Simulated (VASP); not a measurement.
Computed with PBE GGA, VASP's PBE PAW potentials (set 64) (plane waves; VASP).

VASP ran on this input.

KPOINTS:
```
Regular mesh
0
gamma
  5 5 5
```

INCAR:
```
! general
SYSTEM   = GeMo
PREC     = Accurate
ENCUT    = 300
LREAL    = .FALSE.
LASPH    = .TRUE.

! electronic loop
EDIFF    = 1E-8
NELM     = 100
ALGO     = Normal
LMAXMIX  = 4

! smearing
ISMEAR   = 0
SIGMA    = 0.1

! functional
GGA      = PE

! ions
IBRION   = 8
NSW      = 1
ISIF     = 2

! output
LWAVE    = .FALSE.
LCHARG   = .FALSE.

! other
LEPSILON = .TRUE.
```

**POSCAR**
```
GeMo
1
    0.0000000000     2.8430770000     2.8430770000
    2.8430770000     0.0000000000     2.8430770000
    2.8430770000     2.8430770000     0.0000000000
Ge Mo
1 1
Direct
  0.0000000000   0.0000000000   0.0000000000
  0.5000000000   0.5000000000   0.5000000000
```

POTCAR, in this order: Ge_d Mo_sv (PBE.64 set). Program: vasp_std.

### Question
What will the output report for the number of irreducible k-points (NKPTS), largest plane-wave count, number of space-group operations, FFT grid (NGX, NGY, NGZ)?

### Answer

The number of irreducible k-points (NKPTS) is 10, the largest plane-wave count is 552 and the number of space-group operations is 48. The FFT grid (NGX, NGY, NGZ) comes out as 24 × 24 × 24.

The structure was generated: GeMo was put into an ordered model structure, which need not be its known phase. The cell was not relaxed at this level. The k-mesh is coarse (spacing up to 0.38 per Å, 2π included), so the numbers may not be converged in it. The run is one of a series of settings (EDIFF = 1E-8, IBRION = 8, LEPSILON = .TRUE., NSW = 1 against the base run), some of them coarse on purpose.
